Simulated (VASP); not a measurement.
Input of a VASP 6.6.1 run:

Contents of POSCAR:

```
SrNiPF
1.0
    3.9685659300      0.0000000000      0.0000000000
    0.0000000000      3.9685659300      0.0000000000
    0.0000000000      0.0000000000      8.8706214900
Sr F Ni P
2 2 2 2
Direct
    0.2500000000      0.2500000000      0.3424000000
    0.7500000000      0.7500000000      0.6576000000
    0.2500000000      0.7500000000      0.5000000000
    0.7500000000      0.2500000000      0.5000000000
    0.2500000000      0.7500000000      0.0000000000
    0.7500000000      0.2500000000      0.0000000000
    0.7500000000      0.7500000000      0.1642000000
    0.2500000000      0.2500000000      0.8358000000
```

The input INCAR.step1:

```
SYSTEM = SrNiPF
ALGO = Normal ; EDIFF = 1E-4
ENCUT = 520 ; GGA = PE
ISMEAR = 1 ; ISPIN = 2
LASPH = .TRUE. ; LCHARG = .FALSE.
LMAXMIX = 4 ; LREAL = .FALSE.
LWAVE = .TRUE. ; MAGMOM = 0 0 0 0 0.9 0.9 0 0
NBANDS = 46 ; NELM = 150
PREC = Accurate ; SIGMA = 0.0536
```

INCAR.step2

```
SYSTEM = SrNiPF
ALGO = Normal ; EDIFF = 1E-7
ENCUT = 520 ; ISIF = 2
ISMEAR = 1 ; ISPIN = 2
ISTART = 1 ; LASPH = .TRUE.
LCHARG = .FALSE. ; LMAXMIX = 4
LMIXTAU = .TRUE. ; LORBIT = 11
LREAL = .FALSE. ; LWAVE = .FALSE.
MAGMOM = 0 0 0 0 0.9 0.9 0 0 ; METAGGA = R2SCAN
NBANDS = 46 ; NELM = 150
PREC = Accurate ; SIGMA = 0.0536
```

KPOINTS

```
k-points
0
G
  5 5 2
  0 0 0
```

Potentials or basis: VASP PAW PBE potentials, release 64 (Sr_sv, F, Ni, P).

Run with:

```bash
$ cat potpaw_PBE.64/Sr_sv/POTCAR potpaw_PBE.64/F/POTCAR potpaw_PBE.64/Ni/POTCAR potpaw_PBE.64/P/POTCAR > POTCAR
$ cp INCAR.step1 INCAR
$ mpirun -np 1 vasp_std > vasp.out
$ cp INCAR.step2 INCAR
$ mpirun -np 1 vasp_std > vasp.out
```

(1) Estimate the band gap on the k mesh.

(2) Estimate the largest force.

(3) Predict the pressure.

(4) What does it give for the net moment?

Results:

(1) none (metal or under the smearing width).

(2) 2.884 eV/Å.

(3) -6.6 GPa.

(4) 0.00 μB per cell.

Caveat: the PAW data sets were made with another functional, which shifts forces and pressure a little; semilocal functionals often make such compounds metallic where correlation or magnetic order opens a gap, which also shifts bond lengths.
